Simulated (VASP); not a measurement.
OSZICAR of a VASP run on NiSb (NiAs type):

File OSZICAR:
```
       N       E                     dE             d eps       ncg     rms          rms(c)
DAV:   1     0.183268638363E+03    0.18327E+03   -0.12654E+04  1824   0.160E+03
DAV:   2     0.738343647164E+00   -0.18253E+03   -0.17768E+03  1845   0.318E+02
DAV:   3    -0.878024457668E+01   -0.95186E+01   -0.91996E+01  2067   0.897E+01
DAV:   4    -0.905585386912E+01   -0.27561E+00   -0.27365E+00  2027   0.141E+01
DAV:   5    -0.906500668889E+01   -0.91528E-02   -0.91446E-02  2240   0.271E+00    0.106E+01
DAV:   6    -0.110079025077E+02   -0.19429E+01   -0.22492E+01  2007   0.861E+01    0.141E+01
DAV:   7    -0.819116215577E+01    0.28167E+01   -0.91503E+00  1992   0.620E+01    0.306E+00
DAV:   8    -0.824483428631E+01   -0.53672E-01   -0.10282E+00  2401   0.841E+00    0.241E+00
DAV:   9    -0.819285868862E+01    0.51976E-01   -0.19665E-01  2053   0.798E+00    0.596E-01
DAV:  10    -0.819344486737E+01   -0.58618E-03   -0.81323E-03  1962   0.769E-01    0.448E-01
DAV:  11    -0.819350729927E+01   -0.62432E-04   -0.16559E-03  2257   0.389E-01    0.116E-01
DAV:  12    -0.819343453518E+01    0.72764E-04   -0.68402E-04  2715   0.389E-01    0.495E-02
DAV:  13    -0.819343019465E+01    0.43405E-05   -0.49492E-05  1917   0.645E-02    0.120E-02
DAV:  14    -0.819342839196E+01    0.18027E-05   -0.20917E-06  2057   0.171E-02    0.508E-03
DAV:  15    -0.819342684345E+01    0.15485E-05   -0.86612E-07  2147   0.155E-02    0.830E-04
DAV:  16    -0.819342679840E+01    0.45057E-07   -0.12190E-07  1035   0.249E-03
   1 F= -.81934268E+01 E0= -.81922800E+01  d E =-.819343E+01
       N       E                     dE             d eps       ncg     rms          rms(c)
DAV:   1    -0.819421873085E+01   -0.79189E-03   -0.19436E-02  1875   0.113E+00    0.169E-01
DAV:   2    -0.819393955996E+01    0.27917E-03   -0.10814E-03  2380   0.585E-01    0.128E-01
DAV:   3    -0.819385021209E+01    0.89348E-04   -0.12241E-03  1995   0.664E-01    0.103E-01
DAV:   4    -0.819369668882E+01    0.15352E-03   -0.31749E-04  2368   0.312E-01    0.977E-03
DAV:   5    -0.819369821860E+01   -0.15298E-05   -0.34537E-05  1918   0.761E-02    0.633E-03
DAV:   6    -0.819369809602E+01    0.12258E-06   -0.13649E-06  2640   0.160E-02    0.371E-03
DAV:   7    -0.819369810568E+01   -0.96602E-08   -0.15771E-07  1090   0.378E-03
   2 F= -.81936981E+01 E0= -.81925592E+01  d E =-.271307E-03
       N       E                     dE             d eps       ncg     rms          rms(c)
DAV:   1    -0.819452133417E+01   -0.82324E-03   -0.26075E-02  1869   0.131E+00    0.196E-01
DAV:   2    -0.819415396877E+01    0.36737E-03   -0.15129E-03  2375   0.692E-01    0.152E-01
DAV:   3    -0.819402317634E+01    0.13079E-03   -0.16856E-03  1989   0.777E-01    0.119E-01
DAV:   4    -0.819381968545E+01    0.20349E-03   -0.41771E-04  2360   0.355E-01    0.117E-02
DAV:   5    -0.819382164021E+01   -0.19548E-05   -0.46709E-05  1920   0.896E-02    0.752E-03
DAV:   6    -0.819382143716E+01    0.20305E-06   -0.19292E-06  2683   0.193E-02    0.427E-03
DAV:   7    -0.819382146151E+01   -0.24353E-07   -0.22853E-07  1422   0.456E-03
   3 F= -.81938215E+01 E0= -.81926946E+01  d E =-.394663E-03
```

Question: Which electronic solver shows in the log?

Answer: It is blocked Davidson (ALGO = Normal, or the opening steps of other solvers). The INCAR had ALGO = Normal.

Question: How was spin treated?

Answer: Without spin polarisation: there is no mag entry.

Question: Can the final energy be trusted as converged?

Answer: The calculation finished and met its thresholds. It stopped with EDIFF = 1E-7, NELM = 100, NSW = 30 and EDIFFG = -0.01 after 3 ionic steps (vdW-DF2, plane waves, VASP's PBE PAW potentials (set 64)).

The compound is NiSb in the NiAs type structure. This cell is one point of a volume scan, at 0.94 of the reference volume. Symmetry was kept, so distortions that lower it aren't found. The run is not spin-polarised, so no magnetic state was tried.
